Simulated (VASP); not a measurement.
Input:

```
CELL_PARAMETERS angstrom
      7.14656     0.00000     0.00000
      0.00000     7.14656     0.00000
      0.00000     0.00000     7.14656
ATOMIC_POSITIONS crystal
  C  0.50000 0.00000 0.00000
  C  0.63087 0.12484 0.12657
  C  0.75373 0.25026 0.99715
  C  0.87062 0.36912 0.12834
  C  0.74918 0.99521 0.25533
  C  0.87183 0.12380 0.37214
  C  0.00000 0.00000 0.00000
  C  0.12500 0.12500 0.12500
  C  0.25000 0.25000 0.00000
  C  0.38150 0.38145 0.12063
  C  0.49333 0.49586 0.00280
  C  0.62892 0.61831 0.12609
  C  0.75000 0.75000 0.00000
  C  0.87500 0.87500 0.12500
  C  0.25000 0.00000 0.25000
  C  0.37457 0.13175 0.37358
  C  0.50440 0.25065 0.25380
  C  0.74979 0.49340 0.24420
  C  0.86955 0.62151 0.38152
  C  0.50185 0.00444 0.50093
  C  0.62690 0.12937 0.63098
  C  0.75578 0.25455 0.49431
  C  0.87305 0.36849 0.62565
  C  0.75000 0.00000 0.75000
  C  0.87500 0.12500 0.87500
  C  0.00000 0.50000 0.00000
  C  0.12500 0.62500 0.12500
  C  0.25000 0.75000 0.00000
  C  0.37500 0.87500 0.12500
  C  0.00000 0.25000 0.25000
  C  0.12500 0.37500 0.37500
  C  0.25491 0.50021 0.24925
  C  0.37921 0.61828 0.37602
  C  0.49876 0.75680 0.25422
  C  0.62500 0.87500 0.37500
  C  0.00000 0.00000 0.50000
  C  0.12500 0.12500 0.62500
  C  0.25559 0.24762 0.49415
  C  0.37538 0.37726 0.63051
  C  0.62794 0.62782 0.62875
  C  0.75665 0.74823 0.49416
  C  0.87500 0.87500 0.62500
  C  0.25000 0.00000 0.75000
  C  0.37500 0.12500 0.87500
  C  0.49639 0.24418 0.75431
  C  0.62500 0.37500 0.87500
  C  0.75435 0.50125 0.75581
  C  0.87500 0.62500 0.87500
  C  0.00000 0.75000 0.25000
  C  0.12500 0.87500 0.37500
  C  0.00000 0.50000 0.50000
  C  0.12500 0.62500 0.62500
  C  0.25000 0.75000 0.50000
  C  0.37500 0.87500 0.62500
  C  0.00000 0.25000 0.75000
  C  0.12500 0.37500 0.87500
  C  0.25000 0.50000 0.75000
  C  0.37500 0.62500 0.87500
  C  0.50000 0.75000 0.75000
  C  0.62500 0.87500 0.87500
  C  0.00000 0.75000 0.75000
  C  0.12500 0.87500 0.87500
  B  0.50652 0.50378 0.50363
```
Cell charge -1.

These are PBE GGA, VASP's PBE PAW potentials (set 64) (plane waves; VASP) values and carry that method's errors. Numerical set-up: PREC = Normal, LREAL = Auto, ISYM = 0, NELECT = 252.0, EDIFF = 1E-5, 400 eV cut-off, 1×1×1 Γ-centred mesh, Gaussian smearing of 0.050 eV, potentials C B. Starting moments (MAGMOM): 63*0.0317. The cell's moment is fixed (NUPDOWN = 2).

The cell is charged, with a uniform compensating background. The supercell is sampled at Γ alone, which is coarse: total energies, pressure and levels can be off, energies of defects by several tenths of an eV.

Q: The ions are relaxed. Predict the relaxed structure.

A: 
```
CELL_PARAMETERS angstrom
      7.14656     0.00000     0.00000
      0.00000     7.14656     0.00000
      0.00000     0.00000     7.14656
ATOMIC_POSITIONS crystal
  C  0.50006 0.99924 0.99983
  C  0.62349 0.12746 0.12805
  C  0.74916 0.25133 0.00220
  C  0.87300 0.37697 0.12805
  C  0.74916 0.00161 0.25189
  C  0.87299 0.12749 0.37752
  C  0.00003 0.00044 0.00103
  C  0.12428 0.12548 0.12606
  C  0.24915 0.24958 0.99943
  C  0.37500 0.37406 0.12566
  C  0.50119 0.49929 0.00086
  C  0.62647 0.62547 0.12569
  C  0.75089 0.75134 0.99946
  C  0.87498 0.87623 0.12609
  C  0.24915 0.99884 0.25018
  C  0.37499 0.12509 0.37463
  C  0.48853 0.24225 0.24284
  C  0.75822 0.51193 0.24288
  C  0.87538 0.62548 0.37464
  C  0.50119 0.00026 0.49988
  C  0.62644 0.12511 0.62604
  C  0.75821 0.24229 0.51250
  C  0.87537 0.37405 0.62604
  C  0.75089 0.99887 0.75191
  C  0.87497 0.12552 0.87683
  C  0.00122 0.50040 0.99985
  C  0.12520 0.62480 0.12444
  C  0.25106 0.74941 0.99957
  C  0.37567 0.87525 0.12443
  C  0.99887 0.25131 0.25188
  C  0.12529 0.37500 0.37556
  C  0.24962 0.50023 0.24857
  C  0.37575 0.62468 0.36870
  C  0.50024 0.75084 0.24859
  C  0.62548 0.87516 0.37556
  C  0.00121 0.99929 0.50097
  C  0.12519 0.12389 0.62537
  C  0.24961 0.24800 0.50081
  C  0.37578 0.36812 0.62525
  C  0.63236 0.62470 0.62526
  C  0.75248 0.75086 0.50083
  C  0.87663 0.87529 0.62540
  C  0.25105 0.99899 0.75001
  C  0.37568 0.12385 0.87583
  C  0.50023 0.24800 0.75141
  C  0.62548 0.37499 0.87573
  C  0.75248 0.50024 0.75143
  C  0.87664 0.62481 0.87584
  C  0.00161 0.75132 0.25018
  C  0.12565 0.87483 0.37532
  C  0.00020 0.49929 0.49989
  C  0.12651 0.62386 0.62445
  C  0.25136 0.74912 0.49892
  C  0.37662 0.87397 0.62443
  C  0.00160 0.24961 0.75191
  C  0.12565 0.37475 0.87539
  C  0.25137 0.49834 0.74971
  C  0.37664 0.62386 0.87457
  C  0.50213 0.74910 0.74970
  C  0.62572 0.87481 0.87539
  C  0.00150 0.74943 0.75001
  C  0.12582 0.87465 0.87523
  B  0.49779 0.50267 0.50325
```
Cell charge -1. The cell ends with 2.00 μB, on the first 30 sites 0.02 -0.01 0.01 -0.01 0.01 -0.01 0.00 0.00 0.03 0.00 0.01 0.00 0.03 0.00 0.03 0.00 0.33 0.33 0.00 0.01 0.00 0.33 0.00 0.03 0.00 0.02 0.00 0.00 0.00 0.01 μB.

Q: How much energy does the relaxation gain?

A: The energy (σ→0) changes by -36.6 meV/atom, in 18 ionic steps.

The cell is a supercell with a defect, built from C (diamond): B_C-vac_C, charge -1.
